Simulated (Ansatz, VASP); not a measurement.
**One calculation of KGaRe3, two programs**

```xyz
5
Lattice="4.7036 0.0000 0.0000 0.0000 4.7036 0.0000 0.0000 0.0000 4.7036" Properties=species:S:1:pos:R:3 pbc="T T T"
K     0.0000    0.0000    0.0000
Ga    2.3518    2.3518    2.3518
Re    0.0000    2.3518    2.3518
Re    2.3518    0.0000    2.3518
Re    2.3518    2.3518    0.0000
```

Change from the starting cell: species swapped into the CeBRh3 type (Pm-3m, No. 221).

Alike in both runs: functional PBE; k mesh 8 × 8 × 8; occupations gaussian, width 0.1 eV; no spin polarisation.

Ansatz relaxed the structure, and its values are those at the end. VASP's run is a single point on that final structure, the one shown.

|  | VASP | Ansatz |
| --- | --- | --- |
| version | VASP 6.6.1 | Ansatz 0.2.0 |
| potentials or method | VASP PAW PBE potentials, release 64 (K_sv, Ga_d, Re) | scalar-relativistic, plane waves, PAW |
| plane-wave cutoff (eV) | 520 | 420 |
| valence electrons in the cell | 43 | 67 |

|  | VASP | Ansatz | Ansatz less VASP |
| --- | --- | --- | --- |
| gap on the k mesh at the Fermi level (eV) | none | none | - |
| pressure (GPa) | 0.2 | 0.0 | -0.11 |

A gap of «none» marks a metal or a gap that the smearing closes. The two sets of potentials don't hold the same shells in valence.

Spin-orbit coupling is left out, which matters for the levels of Re.
